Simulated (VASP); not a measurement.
Output of a VASP run:

**OUTCAR**
```
 ion  position               nearest neighbor table
   1  0.500  0.487  0.750-   7 2.75   8 2.75   5 2.87   6 2.87   5 3.09   6 3.09
   2  0.500  0.513  0.250-   9 2.75  10 2.75   3 2.87   4 2.87   3 3.09   4 3.09
   3  0.302  0.977  0.295-  11 2.67   8 2.86   2 2.87   2 3.09   8 3.45   9 3.61   5 3.64
   4  0.698  0.977  0.205-  12 2.67   7 2.86   2 2.87   2 3.09   7 3.45  10 3.61   6 3.64
   5  0.698  0.023  0.705-  11 2.67  10 2.86   1 2.87   1 3.09  10 3.45   7 3.61   3 3.64
   6  0.302  0.023  0.795-  12 2.67   9 2.86   1 2.87   1 3.09   9 3.45   8 3.61   4 3.64
   7  0.809  0.576  0.049-  11 2.73   1 2.75   4 2.86  11 3.21   4 3.45   8 3.54   5 3.61
   8  0.191  0.576  0.451-  12 2.73   1 2.75   3 2.86  12 3.21   3 3.45   7 3.54   6 3.61
   9  0.191  0.424  0.951-  11 2.73   2 2.75   6 2.86  11 3.21   6 3.45  10 3.54   3 3.61
  10  0.809  0.424  0.549-  12 2.73   2 2.75   5 2.86  12 3.21   5 3.45   9 3.54   4 3.61
  11  0.000  0.000  0.000-   3 2.67   5 2.67   7 2.73   9 2.73   7 3.21   9 3.21
  12  0.000  0.000  0.500-   4 2.67   6 2.67   8 2.73  10 2.73   8 3.21  10 3.21
  LATTYP: Found a simple monoclinic cell.
 ALAT       =     8.8846885678
 B/A-ratio  =     0.4855685108
 C/A-ratio  =     1.0100503857
 COS(beta)  =    -0.3533177792
 Subroutine PRICEL returns:
 Original cell was already a primitive cell.
 Subroutine GETGRP returns: Found  4 space group operations
The static configuration has the point symmetry S_2 .
 The point group associated with its full space group is C_2h.
The dynamic configuration has the point symmetry S_2 .
 Subroutine INISYM returns: Found  4 space group operations
 Subroutine IBZKPT returns following result:
 Found     40 irreducible k-points:

 Following reciprocal coordinates:
            Coordinates               Weight
  0.000000  0.000000  0.000000      1.000000
  0.250000  0.000000  0.000000      2.000000
  0.500000  0.000000  0.000000      1.000000
  0.000000  0.142857  0.000000      2.000000
  0.250000  0.142857  0.000000      4.000000
  0.500000  0.142857  0.000000      2.000000
  0.000000  0.285714  0.000000      2.000000
  0.250000  0.285714  0.000000      4.000000
  0.500000  0.285714  0.000000      2.000000
  0.000000  0.428571  0.000000      2.000000
  0.250000  0.428571  0.000000      4.000000
  0.500000  0.428571  0.000000      2.000000
 -0.000000  0.000000  0.250000      2.000000
  0.250000  0.000000  0.250000      2.000000
  0.500000  0.000000  0.250000      2.000000
 -0.250000  0.000000  0.250000      2.000000
 -0.000000  0.142857  0.250000      4.000000
  0.250000  0.142857  0.250000      4.000000
  0.500000  0.142857  0.250000      4.000000
 -0.250000  0.142857  0.250000      4.000000
 -0.000000  0.285714  0.250000      4.000000
  0.250000  0.285714  0.250000      4.000000
  0.500000  0.285714  0.250000      4.000000
 -0.250000  0.285714  0.250000      4.000000
 -0.000000  0.428571  0.250000      4.000000
  0.250000  0.428571  0.250000      4.000000
  0.500000  0.428571  0.250000      4.000000
 -0.250000  0.428571  0.250000      4.000000
 -0.000000  0.000000  0.500000      1.000000
  0.250000  0.000000  0.500000      2.000000
  0.500000  0.000000  0.500000      1.000000
 -0.000000  0.142857  0.500000      2.000000
  0.250000  0.142857  0.500000      4.000000
  0.500000  0.142857  0.500000      2.000000
 -0.000000  0.285714  0.500000      2.000000
  0.250000  0.285714  0.500000      4.000000
  0.500000  0.285714  0.500000      2.000000
 -0.000000  0.428571  0.500000      2.000000
  0.250000  0.428571  0.500000      4.000000
  0.500000  0.428571  0.500000      2.000000
   k-points           NKPTS =     40   k-points in BZ     NKDIM =     40   number of bands    NBANDS=     55
   number of dos      NEDOS =    301   number of ions     NIONS =     12
   total plane-waves  NPLWV = 117600
   dimension x,y,z NGX =    60 NGY =   28 NGZ =   70
   dimension x,y,z NGXF=   120 NGYF=   56 NGZF=  140
   ions per type =               2   8   2
   PREC   = accura    normal or accurate (medium, high low for compatibility)
   ISTART =      0    job   : 0-new  1-cont  2-samecut
   ICHARG =      2    charge: 1-file 2-atom 10-const
   ISPIN  =      1    spin polarized calculation?
...
```

**OSZICAR**
```
...
DAV:   2    -0.434960919460E+02    0.10097E-02   -0.89337E-03  5134   0.449E-01    0.156E-01
DAV:   3    -0.434956666883E+02    0.42526E-03   -0.55852E-04  5006   0.114E-01    0.926E-02
DAV:   4    -0.434955187989E+02    0.14789E-03   -0.20727E-04  5062   0.672E-02    0.319E-02
DAV:   5    -0.434955074725E+02    0.11326E-04   -0.26962E-05  5020   0.243E-02    0.231E-02
DAV:   6    -0.434955071826E+02    0.28996E-06   -0.13583E-06  2732   0.809E-03
   6 F= -.43495507E+02 E0= -.43496435E+02  d E =-.173850E-02
       N       E                     dE             d eps       ncg     rms          rms(c)
DAV:   1    -0.434957595543E+02   -0.25208E-03   -0.29394E-02  4414   0.665E-01    0.121E-01
DAV:   2    -0.434956515910E+02    0.10796E-03   -0.97268E-04  5149   0.148E-01    0.509E-02
DAV:   3    -0.434956050722E+02    0.46519E-04   -0.60022E-05  4998   0.375E-02    0.306E-02
DAV:   4    -0.434955882079E+02    0.16864E-04   -0.22413E-05  5059   0.220E-02    0.105E-02
DAV:   5    -0.434955865470E+02    0.16610E-05   -0.26872E-06  3141   0.800E-03    0.675E-03
DAV:   6    -0.434955864236E+02    0.12332E-06   -0.33473E-07  2487   0.323E-03
   7 F= -.43495586E+02 E0= -.43496510E+02  d E =-.181774E-02
       N       E                     dE             d eps       ncg     rms          rms(c)
DAV:   1    -0.434955951768E+02   -0.86298E-05   -0.43543E-04  4414   0.810E-02    0.146E-02
DAV:   2    -0.434955935402E+02    0.16366E-05   -0.14206E-05  5089   0.177E-02    0.644E-03
DAV:   3    -0.434955930045E+02    0.53564E-06   -0.80481E-07  2396   0.459E-03
   8 F= -.43495593E+02 E0= -.43496517E+02  d E =-.182432E-02
       N       E                     dE             d eps       ncg     rms          rms(c)
DAV:   1    -0.434955949259E+02   -0.13858E-05   -0.52781E-04  4414   0.890E-02    0.162E-02
DAV:   2    -0.434955927189E+02    0.22070E-05   -0.17590E-05  5180   0.200E-02    0.729E-03
DAV:   3    -0.434955920198E+02    0.69908E-06   -0.10585E-06  2557   0.517E-03
   9 F= -.43495592E+02 E0= -.43496517E+02  d E =-.182334E-02
       N       E                     dE             d eps       ncg     rms          rms(c)
DAV:   1    -0.434960470610E+02   -0.45434E-03   -0.16163E-02  4414   0.544E-01    0.119E-01
DAV:   2    -0.434958424921E+02    0.20457E-03   -0.91292E-04  4975   0.205E-01    0.547E-02
DAV:   3    -0.434958151558E+02    0.27336E-04   -0.69552E-05  4873   0.376E-02    0.350E-02
DAV:   4    -0.434958027885E+02    0.12367E-04   -0.13856E-05  4882   0.163E-02    0.173E-02
DAV:   5    -0.434957974064E+02    0.53821E-05   -0.77934E-06  4759   0.135E-02    0.100E-02
DAV:   6    -0.434957972305E+02    0.17584E-06   -0.73959E-07  2354   0.520E-03
  10 F= -.43495797E+02 E0= -.43496716E+02  d E =-.205211E-03
       N       E                     dE             d eps       ncg     rms          rms(c)
DAV:   1    -0.434965527505E+02   -0.75534E-03   -0.40770E-02  4414   0.864E-01    0.189E-01
DAV:   2    -0.434960359096E+02    0.51684E-03   -0.23150E-03  4968   0.327E-01    0.882E-02
DAV:   3    -0.434959696453E+02    0.66264E-04   -0.17659E-04  4865   0.597E-02    0.550E-02
DAV:   4    -0.434959396767E+02    0.29969E-04   -0.35066E-05  4877   0.260E-02    0.270E-02
DAV:   5    -0.434959275130E+02    0.12164E-04   -0.19565E-05  4932   0.214E-02    0.162E-02
DAV:   6    -0.434959272792E+02    0.23387E-06   -0.18628E-06  2772   0.826E-03
  11 F= -.43495927E+02 E0= -.43496834E+02  d E =-.335259E-03
```

**OUTCAR**
```
------------------------ aborting loop because EDIFF is reached ----------------------------------------
  FORCE on cell =-STRESS in cart. coord.  units (eV):
  Direction    XX          YY          ZZ          XY          YZ          ZX
  --------------------------------------------------------------------------------------
  Total       -0.1513844     -0.0896725     -0.1528077      0.0000000      0.0153826      0.0000000
  in kB       -0.7526048     -0.4458051     -0.7596805      0.0000000      0.0764743      0.0000000
  external PRESSURE =      -0.6526968 kB  Pullay stress =       0.0000000 kB
  volume of cell :      322.27
      direct lattice vectors                 reciprocal lattice vectors
     0.000000000  8.841034030 -0.024159767     0.000000000  0.112897681 -0.077308703
     4.356860677  0.000000000  0.000000000     0.229523061  0.000000000  0.000000000
     0.000000000 -5.718465709 -8.350955192     0.000000000 -0.000326619 -0.119523122
 POSITION                                       TOTAL-FORCE (eV/Angst)
 -----------------------------------------------------------------------------------
      2.13230      0.13167     -6.27530        -0.003843      0.000000      0.000000
      2.22456      2.99090     -2.09982         0.003843     -0.000000      0.000000
      4.26894      0.97964     -2.48705        -0.008909     -0.001030     -0.013174
      4.26894      5.00216     -1.71259        -0.008909      0.001030      0.013174
      0.08792      2.14293     -5.88807         0.008909      0.001030      0.013174
      0.08792     -1.87959     -6.66252         0.008909     -0.001030     -0.013174
      2.50528      6.88889     -0.42984        -0.001293      0.006589      0.000403
      2.50528     -0.90709     -3.76980        -0.001293     -0.006589     -0.000403
      1.85158     -3.76632     -7.94528         0.001293     -0.006589     -0.000403
      1.85158      4.02966     -4.60531         0.001293      0.006589      0.000403
      0.00000     -0.00000     -0.00000         0.000000      0.000000      0.000000
      0.00000     -2.85923     -4.17548         0.000000      0.000000      0.000000
 -----------------------------------------------------------------------------------
    total drift:                               -0.000000     -0.000000     -0.000000
  FREE ENERGIE OF THE ION-ELECTRON SYSTEM (eV)
  ---------------------------------------------------
  free  energy   TOTEN  =       -43.4959272792 eV

  energy  without entropy=      -43.4986459765  energy(sigma->0) =      -43.49683351

 reached required accuracy - stopping structural energy minimisation
```
(Selected blocks of OUTCAR.)

File POSCAR:
```
AgTe4Au
1
    0.0000000000     8.8846398021    -0.0294369448
    4.3141249965     0.0000000000     0.0000000000
    0.0000000000    -5.7418045529    -8.3762135079
Ag Te Au
2 8 2
Direct
  0.5000000000   0.4868778300   0.7500000000
  0.5000000000   0.5131221700   0.2500000000
  0.3019452657   0.9767322693   0.2949976171
  0.6980547343   0.9767322693   0.2050023829
  0.6980547343   0.0232677307   0.7050023829
  0.3019452657   0.0232677307   0.7949976171
  0.8090355563   0.5764833133   0.0493915079
  0.1909644437   0.5764833133   0.4506084921
  0.1909644437   0.4235166867   0.9506084921
  0.8090355563   0.4235166867   0.5493915079
  0.0000000000   0.0000000000   0.0000000000
  0.0000000000   0.0000000000   0.5000000000
```

Task: Reconstruct the remaining input files.

Result: Several could match; the one computed here: the input of the run itself, PBEsol GGA, plane waves, VASP's PBE PAW potentials (set 64).

### INCAR
```
! general
SYSTEM   =  AgTe4Au
PREC     =  Accurate
ENCUT    =  400
LREAL    =  .FALSE.
LASPH    =  .TRUE.

! electronic loop
EDIFF    =  1E-6
NELM     =  100
ALGO     =  Normal
LMAXMIX  =  6

! smearing
ISMEAR   =  1
SIGMA    =  0.1

! functional
GGA      =  PS

! ions
IBRION   =  2
NSW      =  60
ISIF     =  3
EDIFFG   =  -0.02

! output
LWAVE    =  .FALSE.
LCHARG   =  .FALSE.
```

KPOINTS:
```
Automatic mesh
0
Gamma
4 7 4
```

POTCAR, in this order: Ag Te Au (PBE.64 set). Program: vasp_std.

The compound is AgTe4Au in the sg13 structure. This run relaxes it. Symmetry was kept, so distortions that lower it aren't found. The start is the result of an earlier pass.
